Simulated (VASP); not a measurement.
NiO:

```
Ni O
1.0
     1.43814    0.83031    2.33081
    -1.43814    0.83031    2.33081
     0.00000   -1.66062    2.33081
Ni O
1 1
Direct
  0.00000 0.00000 0.00000
  0.50000 0.50000 0.50000
```

The cell was built by a generator and needn't be a form met in nature.

Base run:

- Program: VASP 6.6.1
- Functional: PBE
- Potentials or basis: VASP PAW PBE potentials, release 64 (Ni, O)
- Cutoff: 520 eV
- k mesh: 12 × 12 × 12
- Occupations: gaussian, width 0.02 eV
- Spin: collinear spin, ferromagnetic start
- Starting moments: [2.0, 0.0] μB

Its results: band gap on the k mesh none (metal or under the smearing width); pressure 24.9 GPa; net moment 1.50 μB per cell; site moments Ni +1.24; O +0.22 μB.

Problem. The run is repeated on the same cell with these changes: k mesh from 12 × 12 × 12 to 6 × 6 × 6. What comes out?

Solution. Band gap on the k mesh none (metal or under the smearing width); pressure 27.2 GPa; net moment 1.70 μB per cell; site moments Ni +1.39; O +0.27 μB.

Caveats: some runs use coarse meshes; so large a pressure means that the cell lies far from this level's equilibrium, or that cutoff or potentials fall short; a cell with one magnetic atom can't hold antiferromagnetic order, which such compounds often take; semilocal functionals often make such compounds metallic where correlation or magnetic order opens a gap, which also shifts bond lengths.
